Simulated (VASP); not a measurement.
# BaAs (Pm-3m) in VASP: a series of runs, part 2 of 2

VASP 6.6.1. The steps go on from the part before.

## 8. Elastic constants, r2SCAN

Contents of POSCAR:

```
BaAs
1.0
    4.0245855900      0.0000000000      0.0000000000
    0.0000000000      4.0245855900      0.0000000000
    0.0000000000      0.0000000000      4.0245855900
Ba As
1 1
Direct
    0.0000000000      0.0000000000      0.0000000000
    0.5000000000      0.5000000000      0.5000000000
```

Contents of INCAR.step1:

```
  PREC = Accurate
  ENCUT = 600
  EDIFF = 1E-8
  ISMEAR = 0
  SIGMA = 0.05
  LREAL = F
  LASPH = T
  NELM = 80
  ALGO = Normal
  ISIF = 3
  LWAVE = F
  LCHARG = F
  METAGGA = R2SCAN
  LMIXTAU = T
  IBRION = 2
  NSW = 40
  EDIFFG = -0.002
```

Contents of INCAR.step2:

```
  PREC = Accurate
  ENCUT = 600
  EDIFF = 1E-8
  ISMEAR = 0
  SIGMA = 0.05
  LREAL = F
  LASPH = T
  NELM = 80
  ALGO = Normal
  ISIF = 3
  LWAVE = F
  LCHARG = F
  METAGGA = R2SCAN
  LMIXTAU = T
  IBRION = 6
  NFREE = 2
  POTIM = 0.015
  NSW = 1
```

Contents of KPOINTS:

```
Automatic mesh
0
Gamma
  5 5 5
```

Potentials or basis: VASP PAW PBE potentials, release 64 (Ba_sv, As).

Launch:

```console
> cat potpaw_PBE.64/Ba_sv/POTCAR potpaw_PBE.64/As/POTCAR > POTCAR
> cp INCAR.step1 INCAR
> mpirun -np 1 vasp_std > vasp.out
> cp CONTCAR POSCAR
> cp INCAR.step2 INCAR
> mpirun -np 1 vasp_std > vasp.out
```

OUTCAR:

```text
PREC = Accurate
   ENCUT = 600
   EDIFF = 1E-8
   ISMEAR = 0
   LREAL = F
   LASPH = T
   NELM = 80
   ISIF = 3
   METAGGA = R2SCAN
   IBRION = 6
   NFREE = 2
   POTIM = 0.015
   NSW = 1

 ion  position               nearest neighbor table
   1  0.000  0.000  0.000-   2 3.49   2 3.49   2 3.49   2 3.49   2 3.49   2 3.49   2 3.49   2 3.49

   2  0.500  0.500  0.500-   1 3.49   1 3.49   1 3.49   1 3.49   1 3.49   1 3.49   1 3.49   1 3.49

  LATTYP: Found a simple cubic cell.
 ALAT       =     4.0336459886

  Lattice vectors:

 A1 = (   4.0336459886,   0.0000000000,   0.0000000000)
 A2 = (   0.0000000000,   4.0336459886,   0.0000000000)
 A3 = (   0.0000000000,   0.0000000000,   4.0336459886)

Analysis of symmetry for initial positions (statically):
=====================================================================
[... 919 lines left out ...]
  y     0.00000     0.00000     0.00000     0.00000     0.00000     0.00000
  z     0.00000     0.00000     0.00000     0.00000     0.00000     0.00000

 INTERNAL STRAIN TENSOR FOR ION    2 for displacements in x,y,z  (eV/Angst):
          X           Y           Z          XY          YZ          ZX
  --------------------------------------------------------------------------------
  x     0.00000     0.00000     0.00000     0.00000     0.00000     0.00000
  y     0.00000     0.00000     0.00000     0.00000     0.00000     0.00000
  z     0.00000     0.00000     0.00000     0.00000     0.00000     0.00000

 Eigenvectors and eigenvalues of the dynamical matrix
 ----------------------------------------------------

   1 f  =    3.410279 THz    21.427415 2PiTHz  113.754663 cm-1    14.103774 meV
             X         Y         Z           dx          dy          dz
      0.000000  0.000000  0.000000     0.229331   -0.548518    0.000000
      2.016823  2.016823  2.016823    -0.310160    0.741846    0.000000
[... 21 lines left out ...]
   6 f/i=    0.001690 THz     0.010619 2PiTHz    0.056373 cm-1     0.006989 meV
             X         Y         Z           dx          dy          dz
      0.000000  0.000000  0.000000     0.551823   -0.552456    0.191880
      2.016823  2.016823  2.016823     0.408016   -0.408484    0.141876

--------------------------------------------------------------------------------------------------------

 ELASTIC MODULI CONTR FROM IONIC RELAXATION (kBar)
 Direction    XX          YY          ZZ          XY          YZ          ZX
 --------------------------------------------------------------------------------
 XX           0.0000      0.0000      0.0000      0.0000      0.0000      0.0000
 YY           0.0000      0.0000      0.0000      0.0000      0.0000      0.0000
 ZZ           0.0000      0.0000      0.0000      0.0000      0.0000      0.0000
 XY           0.0000      0.0000      0.0000      0.0000      0.0000      0.0000
 YZ           0.0000      0.0000      0.0000      0.0000      0.0000      0.0000
 ZX           0.0000      0.0000      0.0000      0.0000      0.0000      0.0000
 --------------------------------------------------------------------------------

 TOTAL ELASTIC MODULI (kBar)
 Direction    XX          YY          ZZ          XY          YZ          ZX
 --------------------------------------------------------------------------------
 XX         494.4374    347.6993    347.6993     -0.0000     -0.0000      0.0000
 YY         347.6993    494.4374    347.6993     -0.0000      0.0000      0.0000
 ZZ         347.6993    347.6993    494.4374     -0.0000     -0.0000      0.0000
 XY          -0.0000     -0.0000     -0.0000    167.8280      0.0000      0.0000
 YZ          -0.0000      0.0000     -0.0000      0.0000    167.8280      0.0000
 ZX           0.0000      0.0000      0.0000      0.0000      0.0000    167.8280
 --------------------------------------------------------------------------------
```

OUTCAR.step1:

```text
PREC = Accurate
   ENCUT = 600
   EDIFF = 1E-8
   ISMEAR = 0
   LREAL = F
   LASPH = T
   NELM = 80
   ISIF = 3
   METAGGA = R2SCAN
   IBRION = 2
   NSW = 40
   EDIFFG = -0.002
[... 265 lines left out ...]

 k-point     1 :       0.0000    0.0000    0.0000
  band No.  band energies     occupation
      1     -25.8824      2.00000
      2     -10.4223      2.00000
      3     -10.4223      2.00000
      4     -10.4223      2.00000
      5      -7.6043      2.00000
      6       3.2477      0.00000
      7       3.2477      0.00000
      8       3.2477      0.00000
      9       3.9285      0.00000
     10       3.9285      0.00000
     11       6.6480      0.00000
[... 153 lines left out ...]
  FREE ENERGIE OF THE ION-ELECTRON SYSTEM (eV)
  ---------------------------------------------------
  free  energy   TOTEN  =       -43.1080524010 eV

  energy  without entropy=      -43.1073718553  energy(sigma->0) =      -43.10771213

 reached required accuracy - stopping structural energy minimisation
```

Run time: 9.1 min. Hardware: 1 thread of Intel Xeon 6975P-C (Granite Rapids), shared host; peak memory 0.24 GiB.

Results:

```yaml
Relaxed_volume: 32.81 Å³/atom
Relaxed_cell: a = 4.034 Å, b = 4.034 Å, c = 4.034 Å, α = 90.00°, β = 90.00°, γ = 90.00°
Space_group_after_relaxing_to_0.05_Å: Pm-3m (No. 221)
Elastic_constants_C11_C12_C44: 49, 35, 17 GPa
Voigt_bulk_modulus: 40 GPa
Highest_phonon_frequency_at_Γ_LO-TO_splitting_left_out: 114 cm⁻¹
```

The path:
```csv
step,energy change (eV),largest force (eV/Å),pressure (GPa),volume (Å³)
1,0.0000,0.0000,0.27,65.19
2,-0.0004,0.0000,-0.05,65.71
3,-0.0004,0.0000,0.00,65.63
```

Final structure:
```cif
data_structure
_symmetry_space_group_name_H-M 'P 1'
_symmetry_Int_Tables_number 1
_cell_length_a 4.0336
_cell_length_b 4.0336
_cell_length_c 4.0336
_cell_angle_alpha 90.000
_cell_angle_beta 90.000
_cell_angle_gamma 90.000
_cell_volume 65.63
loop_
_atom_site_label
_atom_site_type_symbol
_atom_site_fract_x
_atom_site_fract_y
_atom_site_fract_z
_atom_site_occupancy
Ba1 Ba 0.00000 0.00000 0.00000 1
As1 As 0.50000 0.50000 0.50000 1
```

Phonon frequencies in cm⁻¹ (negative: imaginary):
```
              q point        frequencies
(0.000, 0.000, 0.000)  0 0 0 114 114 114
```

Elastic tensor in Voigt notation (GPa, in the Cartesian axes of the cell as first typed):
```
49 35 35  0  0  0
35 49 35  0  0  0
35 35 49  0  0  0
 0  0  0 17  0  0
 0  0  0  0 17  0
 0  0  0  0  0 17
```

Clamped-ion elastic tensor (GPa):
```
49 35 35  0  0  0
35 49 35  0  0  0
35 35 49  0  0  0
 0  0  0 17  0  0
 0  0  0  0 17  0
 0  0  0  0  0 17
```

Caveat: the PAW data sets were made with another functional, which shifts forces and pressure a little.

## 9. Equation of state, r2SCAN

Potentials or basis: VASP PAW PBE potentials, release 64 (Ba_sv, As).

No new run: the results of the series are fitted here.

What came out:

```
Equilibrium volume                      : 32.71 Å³/atom
Bulk modulus                            : 38 GPa
Pressure derivative of the bulk modulus : 4.0
```

Energy against volume, from the lowest point:
| volume (Å³/atom) | energy (meV/atom) |
| --- | --- |
| 30.638 | 17.27 |
| 31.290 | 7.80 |
| 31.942 | 2.17 |
| 32.594 | 0.00 |
| 33.246 | 0.95 |
| 33.897 | 4.73 |
| 34.549 | 11.07 |

Caveat: the PAW data sets were made with another functional, which shifts forces and pressure a little. Spin-orbit coupling is left out, which matters for the levels of Ba.
